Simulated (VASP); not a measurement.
# AlBN (P4/mmm) in VASP: notebook, part 3 of 3

VASP 6.6.1. The steps go on from the part before.

## (4) Phonons, LDA

Contents of POSCAR:

```
AlBN
1.0
    2.6456200000      0.0000000000      0.0000000000
    0.0000000000      2.6456200000      0.0000000000
    0.0000000000      0.0000000000      5.4026400000
Al B N
1 1 1
Direct
    0.5000000000      0.5000000000      0.0000000000
    0.5000000000      0.5000000000      0.5000000000
    0.0000000000      0.0000000000      0.0000000000
```

Contents of INCAR.step1:

```
SYSTEM = AlBN
PREC = Accurate ; ENCUT = 600
EDIFF = 1E-8 ; ISMEAR = 0
SIGMA = 0.02 ; LREAL = .False.
LASPH = .True. ; NELM = 60
ALGO = Normal ; ISIF = 3
LWAVE = .False. ; LCHARG = .False.
GGA = CA ; IBRION = 2
NSW = 40 ; EDIFFG = -0.002
```

Contents of INCAR.step2:

```
SYSTEM = AlBN
PREC = Accurate ; ENCUT = 600
EDIFF = 1E-8 ; ISMEAR = 0
SIGMA = 0.02 ; LREAL = .False.
LASPH = .True. ; NELM = 60
ALGO = Normal ; ISIF = 2
LWAVE = .False. ; LCHARG = .False.
GGA = CA ; IBRION = 8
NSW = 1
```

Contents of KPOINTS:

```
Automatic mesh
0
Gamma
  7 7 4
  0 0 0
```

Potentials or basis: VASP PAW LDA potentials, release 64 (Al, B, N).

Run with:

```sh
> cat potpaw_LDA.64/Al/POTCAR potpaw_LDA.64/B/POTCAR potpaw_LDA.64/N/POTCAR > POTCAR
> cp INCAR.step1 INCAR
> mpirun -np 1 vasp_std > vasp.out
> cp CONTCAR POSCAR
> cp INCAR.step2 INCAR
> mpirun -np 1 vasp_std > vasp.out
```

OUTCAR:

```text
SYSTEM = AlBN
   PREC = Accurate
   ENCUT = 600
   EDIFF = 1E-8
   ISMEAR = 0
   LREAL = .False.
   LASPH = .True.
   NELM = 60
   ISIF = 2
   GGA = CA
   IBRION = 8
   NSW = 1

 ion  position               nearest neighbor table
   1  0.500  0.500  0.000-   3 1.86   3 1.86   3 1.86   3 1.86   2 2.46   2 2.46
   2  0.500  0.500  0.500-   1 2.46   1 2.46
   3  0.000  0.000  0.000-   1 1.86   1 1.86   1 1.86   1 1.86

  LATTYP: Found a simple tetragonal cell.
 ALAT       =     2.6323832474
 C/A-ratio  =     1.8663378024

  Lattice vectors:

 A1 = (   2.6323832474,   0.0000000000,   0.0000000000)
 A2 = (   0.0000000000,   2.6323832474,   0.0000000000)
 A3 = (   0.0000000000,  -0.0000000000,   4.9129163650)

Analysis of symmetry for initial positions (statically):
=====================================================================
 Subroutine PRICEL returns:
 Original cell was already a primitive cell.

 Routine SETGRP: Setting up the symmetry group for a
 simple tetragonal supercell.

 Subroutine GETGRP returns: Found 16 space group operations
 (whereof 16 operations were pure point group operations)
 out of a pool of 16 trial point group operations.

The static configuration has the point symmetry D_4h.

Analysis of symmetry for dynamics (positions and initial velocities):
=====================================================================
 Subroutine PRICEL returns:
 Original cell was already a primitive cell.

 Routine SETGRP: Setting up the symmetry group for a
 simple tetragonal supercell.

 Subroutine GETGRP returns: Found 16 space group operations
 (whereof 16 operations were pure point group operations)
 out of a pool of 16 trial point group operations.

The dynamic configuration has the point symmetry D_4h.

 Subroutine INISYM returns: Found 16 space group operations
 (whereof 16 operations are pure point group operations),
 and found     1 'primitive' translations

----------------------------------------------------------------------------------------

                                     Primitive cell

  volume of cell :      34.0438

  direct lattice vectors                    reciprocal lattice vectors
     2.632383247  0.000000000  0.000000000     0.379883895  0.000000000 -0.000000000
     0.000000000  2.632383247  0.000000000     0.000000000  0.379883895  0.000000000
     0.000000000 -0.000000000  4.912916365     0.000000000  0.000000000  0.203545089

[... 429 lines left out ...]
      8      11.7388      0.00000
      9      12.1808      0.00000

 [... further k-points ...]

------------------------ aborting loop because EDIFF is reached ----------------------------------------

  FORCE on cell =-STRESS in cart. coord.  units (eV):
  Direction    XX          YY          ZZ          XY          YZ          ZX
  --------------------------------------------------------------------------------------
  -------------------------------------------------------------------------------------
  Total        0.0007789      0.0007789      0.0089547      0.0000000     -0.0000000      0.0000000
  in kB        0.0366548      0.0366548      0.4214279      0.0000000     -0.0000000      0.0000000
  external PRESSURE =       0.1649125 kB  Pullay stress =       0.0000000 kB

 VOLUME and BASIS-vectors are now :
 -----------------------------------------------------------------------------
  energy-cutoff  :      600.00
  volume of cell :       34.04
      direct lattice vectors                 reciprocal lattice vectors
     2.632383247  0.000000000  0.000000000     0.379883895  0.000000000 -0.000000000
     0.000000000  2.632383247  0.000000000     0.000000000  0.379883895  0.000000000
     0.000000000 -0.000000000  4.912916365     0.000000000  0.000000000  0.203545089

 POSITION                                       TOTAL-FORCE (eV/Angst)
 -----------------------------------------------------------------------------------
      1.31619      1.31619      0.00000        -0.000000      0.000000      0.000000
      1.31619      1.31619      2.45646         0.000000     -0.000000      0.000000
      0.00000      0.00000      0.00000        -0.000000      0.000000      0.000000
 -----------------------------------------------------------------------------------
    total drift:                               -0.000000      0.000000      0.000000

  FREE ENERGIE OF THE ION-ELECTRON SYSTEM (eV)
  ---------------------------------------------------
  free  energy   TOTEN  =       -18.1775599659 eV

  energy  without entropy=      -18.1773683976  energy(sigma->0) =      -18.17746418

[... ionic steps 2 to 9 ...]

--------------------------------------- Ionic step       10  -------------------------------------------

------------------------ aborting loop because EDIFF is reached ----------------------------------------

[... ionic steps 11 to 11 ...]

--------------------------------------- Ionic step       12  -------------------------------------------

 Free energy of the ion-electron system (eV)
  ---------------------------------------------------
  ---------------------------------------------------
  free energy    TOTEN  =        -0.24309834 eV

  energy without entropy =       -0.24309834

------------------------ aborting loop because EDIFF is reached ----------------------------------------

 INTERNAL STRAIN TENSOR  FOR ION    3  DIRECTION 3   (eV/Angst):
 -----------------------------------------------------------------------------
     0.00023  0.00000  0.00000
     0.00000  0.00023  0.00000
    -0.00000 -0.00000 -0.00991

 INTERNAL STRAIN TENSOR FOR ION    3 for displacements in x,y,z  (eV/Angst):
          X           Y           Z          XY          YZ          ZX
  --------------------------------------------------------------------------------
  x     0.00000     0.00000     0.00000     0.00000     0.00000     0.00000
  y     0.00000     0.00000     0.00000     0.00000     0.00000     0.00000
  z     0.00000     0.00000     0.00000     0.00000     0.00000     0.00000

 SECOND DERIVATIVES (NOT SYMMETRIZED)
 ------------------------------------
               1X          1Y          1Z          2X          2Y          2Z          3X          3Y          3Z
  1X   -20.977253    0.000000   -0.000000   -0.042837   -0.000000    0.000000   21.020090   -0.000000    0.000000
  1Y     0.000000  -20.977253    0.000000   -0.000000   -0.042837   -0.000000   -0.000000   21.020090   -0.000000
  1Z    -0.000000    0.000000   -3.939084    0.000000   -0.000000    2.332114    0.000000   -0.000000    1.606970
  2X    -0.036847   -0.000000    0.000000    0.865423    0.000000   -0.000000   -0.828576   -0.000000    0.000000
  2Y    -0.000000   -0.036847   -0.000000    0.000000    0.865423    0.000000   -0.000000   -0.828576   -0.000000
  2Z     0.000000   -0.000000    2.333435   -0.000000    0.000000   -3.964932    0.000000   -0.000000    1.631496
  3X    21.016391   -0.000000    0.000000   -0.831098   -0.000000    0.000000  -20.185293    0.000000   -0.000000
  3Y    -0.000000   21.016391   -0.000000   -0.000000   -0.831098   -0.000000    0.000000  -20.185293    0.000000
  3Z     0.000000   -0.000000    1.607840    0.000000   -0.000000    1.634611   -0.000000    0.000000   -3.242451

 Eigenvectors and eigenvalues of the dynamical matrix
 ----------------------------------------------------

   1 f  =   23.408482 THz   147.079831 2PiTHz  780.822915 cm-1    96.809660 meV
             X         Y         Z           dx          dy          dz
      1.316192  1.316192  0.000000     0.157887    0.572448   -0.000000
      1.316192  1.316192  2.456458    -0.006053   -0.021946    0.000000
      0.000000  0.000000  0.000000    -0.213843   -0.775325   -0.000000
[... 43 lines left out ...]
   9 f/i=    5.015179 THz    31.511298 2PiTHz  167.288361 cm-1    20.741104 meV
             X         Y         Z           dx          dy          dz
      1.316192  1.316192  0.000000     0.097739    0.343409    0.000000
      1.316192  1.316192  2.456458    -0.243173   -0.854400   -0.000000
      0.000000  0.000000  0.000000     0.079047    0.277734   -0.000000

--------------------------------------------------------------------------------------------------------

 ELASTIC MODULI CONTR FROM IONIC RELAXATION (kBar)
 Direction    XX          YY          ZZ          XY          YZ          ZX
 --------------------------------------------------------------------------------
 XX           0.0000      0.0000      0.0000      0.0000      0.0000      0.0000
 YY           0.0000      0.0000      0.0000      0.0000      0.0000      0.0000
 ZZ           0.0000      0.0000      0.0000      0.0000      0.0000      0.0000
 XY           0.0000      0.0000      0.0000      0.0000      0.0000      0.0000
 YZ           0.0000      0.0000      0.0000      0.0000      0.0000      0.0000
 ZX           0.0000      0.0000      0.0000      0.0000      0.0000      0.0000
 --------------------------------------------------------------------------------
```

It took 87 s on 1 thread of Intel Xeon 6975P-C (Granite Rapids), shared host; peak memory 0.21 GiB.

What came out:

```yaml
Relaxed_volume: 11.35 Å³/atom
Relaxed_cell: a = 2.632 Å, b = 2.632 Å, c = 4.913 Å, α = 90.00°, β = 90.00°, γ = 90.00°
Space_group_after_relaxing_to_0.05_Å: P4/mmm (No. 123)
Highest_phonon_frequency_at_Γ_LO-TO_splitting_left_out: 781 cm⁻¹
Most_unstable_mode: 167i cm⁻¹
```

Step by step:
```tsv
step	energy change (eV)	largest force (eV/Å)	pressure (GPa)	volume (Å³)
1	0.0000	0.0000	-5.93	37.81
2	-0.0106	0.0000	4.57	35.32
3	-0.0289	0.0000	-0.43	36.39
4	-0.0351	0.0000	-0.36	36.08
5	-0.0409	0.0000	-0.17	35.64
6	-0.0497	0.0000	0.32	34.75
7	-0.0440	0.0000	2.91	32.94
8	-0.0530	0.0000	0.74	34.27
9	-0.0531	0.0000	0.89	34.13
10	-0.0499	0.0000	-2.46	34.66
11	-0.0538	0.0000	-0.20	34.29
12	-0.0538	0.0000	-0.18	34.29
13	-0.0541	0.0000	-0.25	34.23
14	-0.0544	0.0000	-0.34	34.10
15	-0.0544	0.0000	-0.32	34.13
16	-0.0545	0.0000	0.07	34.02
17	-0.0545	0.0000	-0.02	34.04
18	-0.0545	0.0000	-0.02	34.04
19	-0.0545	0.0000	-0.01	34.04
```

Final structure:
```yaml
crystal:
  lattice:
    - [2.63238, 0.00000, 0.00000]
    - [0.00000, 2.63238, 0.00000]
    - [0.00000, 0.00000, 4.91292]
  atoms:
    - { symbol: Al, position: [0.50000, 0.50000, 0.00000] }
    - { symbol: B, position: [0.50000, 0.50000, 0.50000] }
    - { symbol: N, position: [0.00000, 0.00000, 0.00000] }
```

Phonon frequencies in cm⁻¹ (negative: imaginary):
| q point | frequencies |
| --- | --- |
| (0.000, 0.000, 0.000) | -167 -167 0 0 0 274 357 781 781 |

Caveat: some modes are imaginary.

## (5) Elastic constants, LDA

POSCAR is that of step 4.

Contents of INCAR.step1:

```
PREC     = Accurate       # precision mode
ENCUT    = 600            # plane-wave cutoff, eV
EDIFF    = 1E-8           # SCF threshold, eV
ISMEAR   = 0              # smearing method
SIGMA    = 0.02           # smearing width, eV
LREAL    = False          # projectors in reciprocal space
LASPH    = True           # aspherical terms in the spheres
NELM     = 60             # most SCF steps
ALGO     = Normal         # electronic algorithm
ISIF     = 3              # what is computed and relaxed
LWAVE    = False          # write WAVECAR
LCHARG   = False          # write CHGCAR
IBRION   = 2              # ionic algorithm
NSW      = 40             # ionic steps
EDIFFG   = -0.002         # ionic threshold
```

Contents of INCAR.step2:

```
PREC     = Accurate       # precision mode
ENCUT    = 600            # plane-wave cutoff, eV
EDIFF    = 1E-8           # SCF threshold, eV
ISMEAR   = 0              # smearing method
SIGMA    = 0.02           # smearing width, eV
LREAL    = False          # projectors in reciprocal space
LASPH    = True           # aspherical terms in the spheres
NELM     = 60             # most SCF steps
ALGO     = Normal         # electronic algorithm
ISIF     = 3              # what is computed and relaxed
LWAVE    = False          # write WAVECAR
LCHARG   = False          # write CHGCAR
IBRION   = 6              # ionic algorithm
NFREE    = 2            
POTIM    = 0.015          # step
NSW      = 1              # ionic steps
```

Contents of KPOINTS:

```
Automatic mesh
0
Gamma
  7 7 4
```

Run with:

```sh
> cat potpaw_LDA.64/Al/POTCAR potpaw_LDA.64/B/POTCAR potpaw_LDA.64/N/POTCAR > POTCAR
> cp INCAR.step1 INCAR
> mpirun -np 1 vasp_std > vasp.out
> cp CONTCAR POSCAR
> cp INCAR.step2 INCAR
> mpirun -np 1 vasp_std > vasp.out
```

Wall time 2 min (1 thread of Intel Xeon 6975P-C (Granite Rapids), shared host); peak memory 0.2 GiB.

Results (log left out):

```yaml
Relaxed_volume: 11.35 Å³/atom
Relaxed_cell: a = 2.632 Å, b = 2.632 Å, c = 4.913 Å, α = 90.00°, β = 90.00°, γ = 90.00°
Space_group_after_relaxing_to_0.05_Å: P4/mmm (No. 123)
Voigt_bulk_modulus: 150 GPa
Highest_phonon_frequency_at_Γ_LO-TO_splitting_left_out: 781 cm⁻¹
Most_unstable_mode: 167i cm⁻¹
```

The path:
| step | energy change (eV) | largest force (eV/Å) | pressure (GPa) | volume (Å³) |
| --- | --- | --- | --- | --- |
| 1 | 0.0000 | 0.0000 | -5.93 | 37.81 |
| 2 | -0.0106 | 0.0000 | 4.57 | 35.32 |
| 3 | -0.0289 | 0.0000 | -0.43 | 36.39 |
| 4 | -0.0351 | 0.0000 | -0.36 | 36.08 |
| 5 | -0.0409 | 0.0000 | -0.17 | 35.64 |
| 6 | -0.0497 | 0.0000 | 0.32 | 34.75 |
| 7 | -0.0440 | 0.0000 | 2.91 | 32.94 |
| 8 | -0.0530 | 0.0000 | 0.74 | 34.27 |
| 9 | -0.0531 | 0.0000 | 0.89 | 34.13 |
| 10 | -0.0499 | 0.0000 | -2.46 | 34.66 |
| 11 | -0.0538 | 0.0000 | -0.20 | 34.29 |
| 12 | -0.0538 | 0.0000 | -0.18 | 34.29 |
| 13 | -0.0541 | 0.0000 | -0.25 | 34.23 |
| 14 | -0.0544 | 0.0000 | -0.34 | 34.10 |
| 15 | -0.0544 | 0.0000 | -0.32 | 34.13 |
| 16 | -0.0545 | 0.0000 | 0.07 | 34.02 |
| 17 | -0.0545 | 0.0000 | -0.02 | 34.04 |
| 18 | -0.0545 | 0.0000 | -0.02 | 34.04 |
| 19 | -0.0545 | 0.0000 | -0.01 | 34.04 |

Final structure:
```
Al B N
1.0
     2.63238    0.00000    0.00000
     0.00000    2.63238    0.00000
     0.00000    0.00000    4.91292
Al B N
1 1 1
Direct
  0.50000 0.50000 0.00000
  0.50000 0.50000 0.50000
  0.00000 0.00000 0.00000
```

Phonon frequencies in cm⁻¹ (negative: imaginary):
| q point | frequencies |
| --- | --- |
| (0.000, 0.000, 0.000) | -167 -167 0 0 0 274 357 781 781 |

Elastic tensor in Voigt notation (GPa, in the Cartesian axes of the cell as first typed):
```
428  83  67   0   0   0
 83 428  67   0   0   0
 67  67  60   0   0   0
  0   0   0 -32   0   0
  0   0   0   0 -32   0
  0   0   0   0   0 143
```

Clamped-ion elastic tensor (GPa):
```
428  83  67   0   0   0
 83 428  67   0   0   0
 67  67  60   0   0   0
  0   0   0 -32   0   0
  0   0   0   0 -32   0
  0   0   0   0   0 143
```

Caveat: some modes are imaginary; the elastic tensor has a negative eigenvalue, so either the cell is unstable as it stands or the mesh is too thin.

## (6) The runs side by side

```tsv
task	cell	k mesh	cutoff (eV)	ions in elastic constants	gap on the mesh (eV)	pressure (GPa)
electric field gradients	as given	10 × 10 × 5	520	-	none	-5.7
core levels	as given	10 × 10 × 5	520	-	none	-5.7
phonons	relaxed	7 × 7 × 4	600	-	-	-
elastic constants	relaxed	7 × 7 × 4	600	relaxed	-	-
```

Alike in all rows: level LDA; potentials or basis VASP PAW LDA potentials, release 64 (Al, B, N); no spin polarisation; smearing gaussian 0.02 eV.

Caveats: some modes are imaginary (some runs); the elastic tensor has a negative eigenvalue, so either the cell is unstable as it stands or the mesh is too thin (some runs).

Absolute energies hang on the potentials; compare differences alone.
